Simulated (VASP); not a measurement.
# Al₃Pd: intraband terms of a metal's spectrum

Al₃Pd, Pm-3m (no. 221), 4 atoms in the cell. PBE, independent-particle dielectric function; PAW potentials Pd, Al (PBE set).

## Input

INCAR.step1:
```
PREC = Accurate
ENCUT = 290
ISMEAR = 1
SIGMA = 0.1
EDIFF = 1E-7
LASPH = True
KPAR = 4
LWAVE = False
LCHARG = True
LMAXMIX = 4
```

INCAR.step2:
```
PREC = Accurate
ENCUT = 290
ISMEAR = 0
SIGMA = 0.3
EDIFF = 1E-6
LASPH = True
KPAR = 4
LWAVE = True
LCHARG = False
LMAXMIX = 4
ICHARG = 11
NBANDS = 36
NEDOS = 3000
OMEGAMAX = 30
CSHIFT = 0.1
```

INCAR.step3, as INCAR.step2 but for:
```
- LWAVE = True
+ LWAVE = False
+ LOPTICS = True
+ ALGO = None
+ NELM = 1
+ ISTART = 1
```

INCAR.step4, as INCAR.step3 but for:
```
+ WPLASMAI = 0.03
```

INCAR.step5 to INCAR.step6 change the same tag again: WPLASMAI = 0.1, 0.3.

INCAR.step7, as INCAR.step6 but for:
```
- WPLASMAI = 0.3
+ RTIME = 20
```

INCAR.step8, as INCAR.step7 but for:
```
- RTIME = 20
+ RTIME = 40
```

INCAR.step9, as INCAR.step8 but for:
```
- RTIME = 40
+ LNABLA = True
```

INCAR.step10, as INCAR.step9 but for:
```
- ISMEAR = 0
- LNABLA = True
+ ISMEAR = -5
```

KPOINTS.step1:
```
k-points
0
Gamma
  7 7 7
```

KPOINTS.step2:
```
k-points
0
Gamma
  10 10 10
```

POSCAR:
```
Al3Pd
1.0
    3.9469100000      0.0000000000      0.0000000000
    0.0000000000      3.9469100000      0.0000000000
    0.0000000000      0.0000000000      3.9469100000
Pd Al
1 3
Direct
    0.0000000000      0.0000000000      0.0000000000
    0.5000000000      0.5000000000      0.0000000000
    0.5000000000      0.0000000000      0.5000000000
    0.0000000000      0.5000000000      0.5000000000
```

Commands (each step's output is kept before the next begins):
```
cat potpaw_PBE.64/Pd/POTCAR potpaw_PBE.64/Al/POTCAR > POTCAR
cp INCAR.step1 INCAR
cp KPOINTS.step1 KPOINTS
mpirun -np 4 vasp_std > vasp.out
cp INCAR.step2 INCAR
cp KPOINTS.step2 KPOINTS
mpirun -np 4 vasp_std > vasp.out
cp INCAR.step3 INCAR
mpirun -np 4 vasp_std > vasp.out
cp INCAR.step4 INCAR
mpirun -np 4 vasp_std > vasp.out
cp INCAR.step5 INCAR
mpirun -np 4 vasp_std > vasp.out
cp INCAR.step6 INCAR
mpirun -np 4 vasp_std > vasp.out
cp INCAR.step7 INCAR
mpirun -np 4 vasp_std > vasp.out
cp INCAR.step8 INCAR
mpirun -np 4 vasp_std > vasp.out
cp INCAR.step9 INCAR
mpirun -np 4 vasp_std > vasp.out
cp INCAR.step10 INCAR
mpirun -np 4 vasp_std > vasp.out
```

## Result

- Bands: 36

One ground state, settings moved in the last step alone:

| Settings | Plasma frequency (eV) | Im ε at 0.5 eV | Im ε at 1 eV | Im ε at 2 eV | Im ε at 4 eV | Time (s) |
|---|---|---|---|---|---|---|
| interband part alone | 7.03 | 140.4 | 47.1 | 18.6 | 7.5 | 13 |
| Drude term, WPLASMAI 0.03 | 7.03 | 152.2 | 48.6 | 18.8 | 7.5 | 13 |
| Drude term, WPLASMAI 0.1 | 7.03 | 178.4 | 52.0 | 19.2 | 7.6 | 13 |
| Drude term, WPLASMAI 0.3 | 7.03 | 227.5 | 60.7 | 20.4 | 7.8 | 13 |
| relaxation time RTIME 20 fs | 7.03 | 153.3 | 48.7 | 18.8 | 7.5 | 13 |
| relaxation time RTIME 40 fs | 7.03 | 146.9 | 47.9 | 18.7 | 7.5 | 11 |
| transversal form (LNABLA) | 7.42 | 156.1 | 52.6 | 20.8 | 8.1 | 11 |
| tetrahedron method | – | – | – | – | – | no result |

VASP 6.6.1 took 115 s on 4 cores (AMD EPYC 7571), a shared host.
